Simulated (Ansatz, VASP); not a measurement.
## One calculation of SnCl, two programs

```
CELL_PARAMETERS angstrom
-2.73321 2.73321 1.93098
2.73321 -2.73321 1.93098
2.73321 2.73321 -1.93098
ATOMIC_POSITIONS crystal
Sn 0.50000 0.50000 0.00000
Cl 0.25000 0.75000 0.50000
```

Alike in both runs: task relaxation of cell and atoms; functional PBE; k mesh 6 × 6 × 6; occupations gaussian, width 0.1 eV; no spin polarisation.

```csv
,VASP,Ansatz
version,VASP 6.6.1,Ansatz 0.2.0
potentials or method,"VASP PAW PBE potentials, release 64 (Sn_d, Cl)","scalar-relativistic, plane waves, PAW"
plane-wave cutoff (eV),600,420
valence electrons in the cell,21,21
```

VASP gave:

```
gap on the k mesh at the Fermi level, each at its own relaxed structure (eV) : none
relaxed volume (Å³/atom)                                                     : 28.29
relaxed cell length with the largest relative difference (Å)                 : 4.414
energy change over the relaxation (meV/atom)                                 : -108
```

Task: Which values does Ansatz return?

Result: gap on the k mesh at the Fermi level, each at its own relaxed structure (eV): none; relaxed volume (Å³/atom): 28.31; relaxed cell length with the largest relative difference (Å): 4.417; energy change over the relaxation (meV/atom): -108.

A gap of «none» marks a metal or a gap that the smearing closes.

Caveats: an odd number of electrons without spin polarisation forces a metal; a magnetic or distorted state may lie lower.
